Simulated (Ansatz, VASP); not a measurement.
MoPd: VASP beside Ansatz

INCAR

```
PREC = Accurate
ENCUT = 520
EDIFF = 1E-6
ISMEAR = 1
SIGMA = 0.1
LREAL = False
LASPH = True
NELM = 80
ALGO = Normal
ISIF = 2
LWAVE = False
LCHARG = False
NBANDS = 19
```

KPOINTS

```
regular mesh
0
Gamma
  9 9 5
```

The input POSCAR:

```
MoPd
1.0
    2.8427075210      0.0000000000      0.0000000000
   -1.4213537605      2.4618570188      0.0000000000
    0.0000000000      0.0000000000      4.6461490283
Mo Pd
1 1
Direct
    0.6666666667      0.3333333333      0.5000000000
    0.3333333333      0.6666666667      0.0000000000
```

Input for Ansatz:

```yaml
crystal:
  lattice:
    - [2.8427075210367594, 0.0, 0.0]
    - [-1.4213537605183797, 2.461857018760801, 0.0]
    - [0.0, 0.0, 4.6461490282902975]
  atoms:
    - { symbol: Mo, position: [0.6666666666666666, 0.3333333333333333, 0.5] }
    - { symbol: Pd, position: [0.3333333333333333, 0.6666666666666666, 0.0] }
basis:
  ecutwfc: 500.0
kpoints:
  mp_grid:
    grid: [9, 9, 5]
hamiltonian:
  xc: lda
scf:
  occupations:
    method: cold
    width: 0.1
output:
  stress: true
```

The cell comes from a database or a generator and needn't be the stable form of this composition.

Alike in both runs: task single point; functional LDA; k mesh 9 × 9 × 5; no spin polarisation.

|  | VASP | Ansatz |
| --- | --- | --- |
| version | VASP 6.6.1 | Ansatz 0.2.0 |
| potentials or method | VASP PAW LDA potentials, release 64 (Mo_sv, Pd) | plane waves, PAW |
| plane-wave cutoff (eV) | 520 | 500 |
| occupations | methfessel-paxton of order 1, width 0.1 eV | cold, width 0.1 eV |
| valence electrons in the cell | 24 | 32 |

VASP gave:

- pressure (GPa): -23.6
- largest component of the traceless stress (GPa): 0.53

Task: Estimate Ansatz's values.

Result: Pressure (GPa): -24.1; largest component of the traceless stress (GPa): 0.16.

The two sets of potentials don't hold the same shells in valence.

Caveats: so large a pressure means that the cell lies far from this level's equilibrium, or that cutoff or potentials fall short (VASP).
